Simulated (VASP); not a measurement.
Output of a VASP run:

### OUTCAR
```
 ion  position               nearest neighbor table
   1  0.000  0.000  0.000-   2 2.46   3 2.46   3 2.46   2 2.46   2 2.46   3 2.46
   2  0.667  0.333  0.775-   1 2.46   1 2.46   1 2.46
   3  0.333  0.667  0.225-   1 2.46   1 2.46   1 2.46
  LATTYP: Found a hexagonal cell.
 ALAT       =     3.6347860000
 C/A-ratio  =     1.5656668646
 Subroutine PRICEL returns:
 Original cell was already a primitive cell.
 Subroutine GETGRP returns: Found 12 space group operations
The static configuration has the point symmetry D_3d.
The dynamic configuration has the point symmetry D_3d.
 Subroutine INISYM returns: Found 12 space group operations
 Subroutine IBZKPT returns following result:
 Found     28 irreducible k-points:

 Following reciprocal coordinates:
            Coordinates               Weight
  0.000000  0.000000  0.000000      1.000000
  0.142857  0.000000  0.000000      6.000000
  0.285714 -0.000000  0.000000      6.000000
  0.428571  0.000000  0.000000      6.000000
  0.142857  0.142857  0.000000      6.000000
  0.285714  0.142857  0.000000     12.000000
  0.428571  0.142857  0.000000      6.000000
  0.285714  0.285714  0.000000      6.000000
  0.000000  0.000000  0.250000      2.000000
  0.142857  0.000000  0.250000      6.000000
  0.000000  0.142857  0.250000      6.000000
  0.285714 -0.000000  0.250000      6.000000
  0.000000  0.285714  0.250000      6.000000
  0.428571  0.000000  0.250000      6.000000
  0.000000  0.428571  0.250000      6.000000
  0.142857  0.142857  0.250000     12.000000
  0.285714  0.142857  0.250000     12.000000
 -0.142857  0.428571  0.250000     12.000000
  0.428571  0.142857  0.250000     12.000000
  0.285714  0.285714  0.250000     12.000000
  0.000000  0.000000  0.500000      1.000000
  0.142857  0.000000  0.500000      6.000000
  0.285714 -0.000000  0.500000      6.000000
  0.428571  0.000000  0.500000      6.000000
  0.142857  0.142857  0.500000      6.000000
  0.285714  0.142857  0.500000     12.000000
  0.428571  0.142857  0.500000      6.000000
  0.285714  0.285714  0.500000      6.000000
 Subroutine IBZKPT_HF returns following result:
   k-points           NKPTS =     28   k-points in BZ     NKDIM =    196   number of bands    NBANDS=     15
   number of dos      NEDOS =    301   number of ions     NIONS =      3
   total plane-waves  NPLWV =  18432
   dimension x,y,z NGX =    24 NGY =   24 NGZ =   32
   dimension x,y,z NGXF=    48 NGYF=   48 NGZF=   64
   ions per type =               1   2
   PREC   = accura    normal or accurate (medium, high low for compatibility)
   ISTART =      0    job   : 0-new  1-cont  2-samecut
   ICHARG =      2    charge: 1-file 2-atom 10-const
   ISPIN  =      1    spin polarized calculation?
   LNONCOLLINEAR =      F non collinear calculations
   LSORBIT =      F    spin-orbit coupling
   INIWAV =      1    electr: 0-lowe 1-rand  2-diag
   ENCUT  =  300.0 eV  22.05 Ry    4.70 a.u.   5.13  5.13  8.04*2*pi/ulx,y,z
   NELM   =    100;   NELMIN=  2; NELMDL= -5     # of ELM steps
   EDIFF  = 0.1E-05   stopping-criterion for ELM
   LREAL  =      F    real-space projection
   NLSPLINE    = F    spline interpolate recip. space projectors
   LMAXMIX     =    6 max onsite mixed and CHGCAR
   VOSKOWN=      0    Vosko Wilk Nusair interpolation
   EDIFFG = 0.1E-04   stopping-criterion for IOM
   NSW    =      0    number of steps for IOM
   NBLOCK =      1;   KBLOCK =      1    inner block; outer block
   IBRION =     -1    ionic relax: 0-MD 1-quasi-New 2-CG
   NFREE  =      0    steps in history (QN), initial steepest desc. (CG)
   ISIF   =      2    stress and relaxation
   ISYM   =      3    0-nonsym 1-usesym 2-fastsym
   TEIN   =    0.0    initial temperature
   TEBEG  =    0.0;   TEEND  =   0.0 temperature during run
   SMASS  =  -3.00    Nose mass-parameter (am)
   PSTRESS=    0.0 pullay stress
   NELECT =      22.0000    total number of electrons
   EFERMI =   0.00;   METHOD = LEGACY
...
```

### OSZICAR
```
       N       E                     dE             d eps       ncg     rms          rms(c)
DAV:   1    -0.344184441194E+04   -0.34418E+04   -0.76601E+03   920   0.805E+02
DAV:   2    -0.353012339072E+04   -0.88279E+02   -0.86827E+02  1099   0.190E+02
DAV:   3    -0.353297006304E+04   -0.28467E+01   -0.28414E+01  1001   0.363E+01
DAV:   4    -0.353299033565E+04   -0.20273E-01   -0.20268E-01  1113   0.331E+00
DAV:   5    -0.190896688536E+02    0.35139E+04   -0.15521E+01   868   0.396E+01    0.142E+01
DAV:   6    -0.188426166662E+02    0.24705E+00   -0.60843E-01   945   0.950E+00    0.906E+00
DAV:   7    -0.187887581223E+02    0.53859E-01   -0.43706E-01  1001   0.661E+00    0.534E+00
DAV:   8    -0.187639393025E+02    0.24819E-01   -0.36498E-02   973   0.198E+00    0.299E+00
DAV:   9    -0.187522863055E+02    0.11653E-01   -0.26053E-02  1001   0.151E+00    0.165E+00
DAV:  10    -0.187504862380E+02    0.18001E-02   -0.44738E-03  1043   0.521E-01    0.960E-01
DAV:  11    -0.187494377516E+02    0.10485E-02   -0.11840E-03  1036   0.398E-01    0.573E-01
DAV:  12    -0.187492259051E+02    0.21185E-03   -0.25275E-04  1036   0.119E-01    0.333E-01
DAV:  13    -0.187491367277E+02    0.89177E-04   -0.77466E-05   994   0.800E-02    0.190E-01
DAV:  14    -0.187491207159E+02    0.16012E-04   -0.25467E-05  1043   0.356E-02    0.110E-01
DAV:  15    -0.187491180103E+02    0.27056E-05   -0.51525E-06  1029   0.208E-02    0.649E-02
DAV:  16    -0.187491189939E+02   -0.98358E-06   -0.21536E-06   785   0.120E-02
   1 F= -.18749119E+02 E0= -.18749119E+02  d E =-.247341E-43
```

**OUTCAR**
```
------------------------ aborting loop because EDIFF is reached ----------------------------------------
  FORCE on cell =-STRESS in cart. coord.  units (eV):
  Direction    XX          YY          ZZ          XY          YZ          ZX
  --------------------------------------------------------------------------------------
  Total        2.9651123      2.9651123      2.1148099      0.0000000     -0.0000000      0.0000000
  in kB       72.9600634     72.9600628     52.0373762      0.0000000     -0.0000000      0.0000000
  external PRESSURE =      65.9858341 kB  Pullay stress =       0.0000000 kB
  volume of cell :       65.11
      direct lattice vectors                 reciprocal lattice vectors
     3.634786000  0.000000000  0.000000000     0.275119361  0.158840238  0.000000000
    -1.817393000  3.147817000  0.000000000     0.000000000  0.317680475  0.000000000
     0.000000000  0.000000000  5.690864000     0.000000000  0.000000000  0.175720242
 POSITION                                       TOTAL-FORCE (eV/Angst)
 -----------------------------------------------------------------------------------
      0.00000      0.00000      0.00000         0.000000      0.000000      0.000000
      1.81739      1.04927      4.40820        -0.000000      0.000000     -0.627990
     -0.00000      2.09855      1.28266         0.000000     -0.000000      0.627990
 -----------------------------------------------------------------------------------
    total drift:                               -0.000002     -0.000001     -0.000000
  FREE ENERGIE OF THE ION-ELECTRON SYSTEM (eV)
  ---------------------------------------------------
  free  energy   TOTEN  =       -18.7491189939 eV

  energy  without entropy=      -18.7491189939  energy(sigma->0) =      -18.74911899

  exchange ACFDT corr.  =         0.00000000  see jH, gK, PRB 81, 115126
```
(Selected blocks of OUTCAR.)

File POSCAR:
```
PtSe2
1
    3.6347860000     0.0000000000     0.0000000000
   -1.8173930000     3.1478170000     0.0000000000
    0.0000000000     0.0000000000     5.6908640000
Pt Se
1 2
Direct
  0.0000000000   0.0000000000   0.0000000000
  0.6666670000   0.3333330000   0.7746100000
  0.3333330000   0.6666670000   0.2253900000
```

Q: Reconstruct the remaining input files.

A: This is not unique; one that fits is the input of the run itself, PBE0 hybrid, plane waves, VASP's PBE PAW potentials (set 64).

### INCAR
```
SYSTEM  =  PtSe2
PREC  =  Accurate; ENCUT  =  300; LREAL  =  .False.
LASPH  =  .True.; ISYM  =  3
EDIFF  =  1E-6; NELM  =  100; ALGO  =  Normal
LMAXMIX  =  6
ISMEAR  =  0; SIGMA  =  0.01
GGA  =  PE; LHFCALC  =  .True.; AEXX  =  0.25
HFRCUT  =  -1; PRECFOCK  =  Fast
ISIF  =  2
LWAVE  =  .False.; LCHARG  =  .False.
```

### KPOINTS
```
Automatic mesh
0
Gamma
7 7 4
0 0 0
```

POTCAR, in this order: Pt Se (PBE.64 set). Program: vasp_std.

At this cut-off the stress carries a Pulay error, which pulls relaxed volumes low.

The structure comes from a computed database's PtSe2 entry; how it stands against other phases isn't given here. The cell was not relaxed at this level. The run is one of a series of settings (AEXX = 0.25, HFRCUT = -1, ISYM = 3, LHFCALC = .TRUE., PRECFOCK = Fast, KPOINTS 7×7×4 Γ-centred mesh against the base run), some of them coarse on purpose.
